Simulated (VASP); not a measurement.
**Hg3ZnS4 (ordered alloy cell): computed properties**

Calculation: PBEsol GGA, VASP's PBE PAW potentials (set 64) (plane waves; VASP).

```yaml
space_group: P-43m (215)
cell: a = b = c = 5.7497 Å, α = β = γ = 90.00°
volume_per_atom: 23.76 Å³/atom
band gap (over mesh and band path): 0.01 eV
smallest direct gap (over mesh and band path): 0.01 eV
band_edge_character: direct, Γ to Γ
density: 6.95 g/cm³
```

```xyz
8
Lattice="5.7497 0.0000 0.0000 0.0000 5.7497 0.0000 0.0000 0.0000 5.7497" Properties=species:S:1:pos:R:3 pbc="T T T"
Zn     5.7497     0.0000     5.7497
S      1.3508     1.3508     1.3508
S      4.3989     4.3989     1.3508
S      4.3989     1.3508     4.3989
S      1.3508     4.3989     4.3989
Hg     2.8749     2.8749     5.7497
Hg     2.8749     0.0000     2.8749
Hg     5.7497     2.8749     2.8749
```

Unless said otherwise, spin-orbit coupling is left out, though it shifts the bands of the heavy elements here.

The structure was generated: Hg3ZnS4 was put into an ordered model structure (P-43m), which need not be its known phase. It was relaxed first. Symmetry was kept, so distortions that lower it aren't found.
